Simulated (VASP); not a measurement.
These are PBE GGA, VASP's PBE PAW potentials (set 64) (plane waves; VASP) values and carry that method's errors.

VASP ran on this input.

**INCAR**
```
! general
SYSTEM  = Fe
PREC    = Accurate
ENCUT   = 480   ! plane-wave cut-off (eV)
LREAL   = .FALSE.   ! projection in real space or not
LASPH   = .TRUE.   ! aspherical one-centre terms

! electronic loop
EDIFF   = 1E-7   ! SCF stop (eV)
NELM    = 100   ! most electronic steps
ALGO    = Normal
LMAXMIX = 4   ! l cut-off of mixed one-centre charges

! smearing
ISMEAR  = 1   ! Methfessel-Paxton
SIGMA   = 0.1

! functional
GGA     = PE   ! PBE

! spin
ISPIN   = 2   ! spin-polarised
MAGMOM  = 2.2

! ions
IBRION  = 2   ! conjugate gradients
NSW     = 40
ISIF    = 3   ! ions, shape and volume
EDIFFG  = -0.01
PSTRESS = 300   ! kbar

! output
LWAVE   = .FALSE.
LCHARG  = .FALSE.
LORBIT  = 10
```

### POSCAR
```
Fe
1.0
 -1.4155321406   1.4155321406   1.4155321406
  1.4155321406  -1.4155321406   1.4155321406
  1.4155321406   1.4155321406  -1.4155321406
Fe
1
Cart
  0.0000000000   0.0000000000   0.0000000000
```

**KPOINTS**
```
Automatic mesh
0
Gamma
16 16 16
0 0 0
```

POTCAR, in this order: Fe (PBE.64 set). Program: vasp_std.

The resulting files:

### OSZICAR
```
       N       E                     dE             d eps       ncg     rms          rms(c)
DAV:   1     0.146506766236E+02    0.14651E+02   -0.39445E+03  5428   0.102E+03
DAV:   2    -0.900053198317E+01   -0.23651E+02   -0.22322E+02  5259   0.126E+02
DAV:   3    -0.928032184867E+01   -0.27979E+00   -0.27904E+00  5817   0.189E+01
DAV:   4    -0.928168052573E+01   -0.13587E-02   -0.13586E-02  5799   0.121E+00
DAV:   5    -0.928169376805E+01   -0.13242E-04   -0.13242E-04  5699   0.105E-01    0.114E+01
DAV:   6    -0.832352851230E+01    0.95817E+00   -0.13259E+01  5528   0.583E+01    0.548E+00
DAV:   7    -0.825157260490E+01    0.71956E-01   -0.83779E-01  5519   0.142E+01    0.324E+00
DAV:   8    -0.824633860271E+01    0.52340E-02   -0.85649E-03  6444   0.797E-01    0.148E+00
DAV:   9    -0.824017280022E+01    0.61658E-02   -0.10276E-02  6580   0.882E-01    0.395E-01
DAV:  10    -0.824007652993E+01    0.96270E-04   -0.33338E-04  5424   0.292E-01    0.112E-01
DAV:  11    -0.824013205223E+01   -0.55522E-04   -0.36334E-04  5866   0.244E-01    0.407E-02
DAV:  12    -0.824013702315E+01   -0.49709E-05   -0.95191E-06  5375   0.486E-02    0.103E-02
DAV:  13    -0.824013705149E+01   -0.28344E-07   -0.33000E-07  5481   0.730E-03
   1 F= -.61157685E+01 E0= -.61158175E+01  d E =-.611577E+01  mag=     2.2120
       N       E                     dE             d eps       ncg     rms          rms(c)
DAV:   1    -0.134010472103E+02   -0.51609E+01   -0.14336E+02  5465   0.195E+02    0.327E+01
DAV:   2    -0.755869909739E+01    0.58423E+01   -0.26881E+01  5531   0.969E+01    0.154E+01
DAV:   3    -0.741099270601E+01    0.14771E+00   -0.21203E-01  5506   0.611E+00    0.858E+00
DAV:   4    -0.734989799829E+01    0.61095E-01   -0.26308E-02  5415   0.200E+00    0.250E+00
DAV:   5    -0.730293297121E+01    0.46965E-01   -0.69287E-02  5397   0.335E+00    0.271E-01
DAV:   6    -0.730411544392E+01   -0.11825E-02   -0.15270E-03  5424   0.520E-01    0.185E-01
DAV:   7    -0.730439405238E+01   -0.27861E-03   -0.23782E-04  5450   0.286E-01    0.516E-02
DAV:   8    -0.730439963209E+01   -0.55797E-05   -0.11403E-05  5352   0.522E-02    0.218E-02
DAV:   9    -0.730439988026E+01   -0.24816E-06   -0.41142E-06  5442   0.346E-02    0.411E-03
DAV:  10    -0.730439967029E+01    0.20997E-06   -0.33540E-07  4157   0.702E-03    0.150E-03
DAV:  11    -0.730439958778E+01    0.82504E-07   -0.31175E-08  2619   0.298E-03
   2 F= -.57620585E+01 E0= -.57620932E+01  d E =0.353710E+00  mag=     1.6137
       N       E                     dE             d eps       ncg     rms          rms(c)
DAV:   1    -0.109048702899E+02   -0.36005E+01   -0.73816E+01  5353   0.170E+02    0.156E+01
DAV:   2    -0.836775630723E+01    0.25371E+01   -0.24338E+01  5474   0.710E+01    0.126E+01
DAV:   3    -0.820899546719E+01    0.15876E+00   -0.91842E-01  5682   0.164E+01    0.619E+00
DAV:   4    -0.817666166635E+01    0.32334E-01   -0.16531E-02  5586   0.207E+00    0.231E+00
DAV:   5    -0.815003916878E+01    0.26622E-01   -0.51185E-02  5407   0.251E+00    0.379E-01
DAV:   6    -0.814924181227E+01    0.79736E-03   -0.15860E-03  5345   0.513E-01    0.119E-01
DAV:   7    -0.814922176220E+01    0.20050E-04   -0.61107E-05  5349   0.121E-01    0.629E-02
DAV:   8    -0.814924841323E+01   -0.26651E-04   -0.16530E-05  5403   0.602E-02    0.101E-02
DAV:   9    -0.814924885442E+01   -0.44119E-06   -0.10342E-06  5404   0.116E-02    0.361E-03
DAV:  10    -0.814924883823E+01    0.16189E-07   -0.46295E-08  2777   0.204E-03
   3 F= -.62494025E+01 E0= -.62492481E+01  d E =-.133634E+00  mag=     1.9811
       N       E                     dE             d eps       ncg     rms          rms(c)
DAV:   1    -0.814129921473E+01    0.79496E-02   -0.59802E-02  5419   0.445E+00    0.528E-01
DAV:   2    -0.813877301238E+01    0.25262E-02   -0.25685E-02  5493   0.251E+00    0.438E-01
DAV:   3    -0.813860177733E+01    0.17124E-03   -0.15019E-03  5587   0.639E-01    0.157E-01
DAV:   4    -0.813857614741E+01    0.25630E-04   -0.26462E-05  5662   0.890E-02    0.360E-02
DAV:   5    -0.813855665307E+01    0.19494E-04   -0.31941E-05  5427   0.746E-02    0.959E-03
DAV:   6    -0.813855676749E+01   -0.11442E-06   -0.20912E-06  6043   0.175E-02    0.386E-03
DAV:   7    -0.813855652397E+01    0.24352E-06   -0.67169E-08  2933   0.452E-03    0.217E-03
DAV:   8    -0.813855628093E+01    0.24304E-06   -0.37585E-08  2619   0.248E-03    0.474E-04
DAV:   9    -0.813855626681E+01    0.14117E-07   -0.25554E-09  2616   0.722E-04
   4 F= -.62500000E+01 E0= -.62498712E+01  d E =-.134232E+00  mag=     1.9714
       N       E                     dE             d eps       ncg     rms          rms(c)
DAV:   1    -0.813450054204E+01    0.40557E-02   -0.96944E-03  5420   0.179E+00    0.212E-01
DAV:   2    -0.813409539970E+01    0.40514E-03   -0.40941E-03  5493   0.100E+00    0.175E-01
DAV:   3    -0.813406887883E+01    0.26521E-04   -0.23109E-04  5582   0.251E-01    0.636E-02
DAV:   4    -0.813406497178E+01    0.39071E-05   -0.41375E-06  5649   0.351E-02    0.147E-02
DAV:   5    -0.813406215405E+01    0.28177E-05   -0.51434E-06  5424   0.294E-02    0.382E-03
DAV:   6    -0.813406212549E+01    0.28552E-07   -0.31212E-07  4759   0.652E-03
   5 F= -.62500348E+01 E0= -.62499185E+01  d E =-.134266E+00  mag=     1.9675
       N       E                     dE             d eps       ncg     rms          rms(c)
DAV:   1    -0.813685275899E+01   -0.27906E-02   -0.33109E-03  5421   0.105E+00    0.121E-01
DAV:   2    -0.813671212185E+01    0.14064E-03   -0.13378E-03  5486   0.571E-01    0.984E-02
DAV:   3    -0.813670432614E+01    0.77957E-05   -0.67385E-05  5582   0.136E-01    0.379E-02
DAV:   4    -0.813670254061E+01    0.17855E-05   -0.11627E-06  5594   0.182E-02    0.859E-03
DAV:   5    -0.813670089341E+01    0.16472E-05   -0.17503E-06  5415   0.154E-02    0.184E-03
DAV:   6    -0.813670097726E+01   -0.83846E-07   -0.67375E-08  2747   0.259E-03
   6 F= -.62500288E+01 E0= -.62499050E+01  d E =0.603177E-05  mag=     1.9697
       N       E                     dE             d eps       ncg     rms          rms(c)
DAV:   1    -0.813499734269E+01    0.17036E-02   -0.14946E-03  5421   0.705E-01    0.828E-02
DAV:   2    -0.813493560750E+01    0.61735E-04   -0.62439E-04  5486   0.391E-01    0.680E-02
DAV:   3    -0.813493145203E+01    0.41555E-05   -0.34151E-05  5580   0.968E-02    0.252E-02
DAV:   4    -0.813493093703E+01    0.51499E-06   -0.60464E-07  5545   0.133E-02    0.580E-03
DAV:   5    -0.813493064178E+01    0.29525E-06   -0.79277E-07  5361   0.112E-02    0.143E-03
DAV:   6    -0.813493061624E+01    0.25544E-07   -0.41211E-08  2622   0.229E-03
   7 F= -.62500373E+01 E0= -.62499185E+01  d E =-.249610E-05  mag=     1.9682
```

### OUTCAR
```
------------------------ aborting loop because EDIFF is reached ----------------------------------------
  FORCE on cell =-STRESS in cart. coord.  units (eV):
  Direction    XX          YY          ZZ          XY          YZ          ZX
  --------------------------------------------------------------------------------------
  Total        1.8869657      1.8869657      1.8869657      0.0000000     -0.0000000      0.0000000
  in kB      300.3298363    300.3298363    300.3298363      0.0000000     -0.0000000      0.0000000
  external PRESSURE =       0.3298363 kB  Pullay stress =     300.0000000 kB
  volume of cell :       10.07
      direct lattice vectors                 reciprocal lattice vectors
    -1.360208143  1.360208143  1.360208143     0.000000000  0.367590800  0.367590800
     1.360208143 -1.360208143  1.360208143     0.367590800  0.000000000  0.367590800
     1.360208143  1.360208143 -1.360208143     0.367590800  0.367590800  0.000000000
 POSITION                                       TOTAL-FORCE (eV/Angst)
 -----------------------------------------------------------------------------------
      0.00000     -0.00000      0.00000        -0.000000     -0.000000      0.000000
 -----------------------------------------------------------------------------------
    total drift:                                0.000000     -0.000000      0.000000
  FREE ENERGIE OF THE ION-ELECTRON SYSTEM (eV)
  ---------------------------------------------------
  free  energy   TOTEN  =        -8.1349306162 eV

  energy  without entropy=       -8.1345742215  energy(sigma->0) =       -8.13481182
  enthalpy is  TOTEN    =        -6.2500372981 eV   P V=        1.8848933181

 total charge

# of ion       s       p       d       tot
------------------------------------------
    1        0.544   0.659   6.348   7.551

 magnetization (x)

# of ion       s       p       d       tot
------------------------------------------
    1       -0.011  -0.050   2.004   1.943

 reached required accuracy - stopping structural energy minimisation
```
(Selected blocks of OUTCAR.)

### CONTCAR
```
Fe
   1.00000000000000
    -1.3602081428448904    1.3602081428448904    1.3602081428448904
     1.3602081428448904   -1.3602081428448904    1.3602081428448904
     1.3602081428448904    1.3602081428448904   -1.3602081428448904
  Fe
     1
Direct
     0.0000000000000000    0.0000000000000000    0.0000000000000000
```

Energy and stress use the plane-wave basis of the starting cell.

The compound is Fe in the bcc structure. This run relaxes it under an external pressure of 30 GPa. Symmetry was kept, so distortions that lower it aren't found.
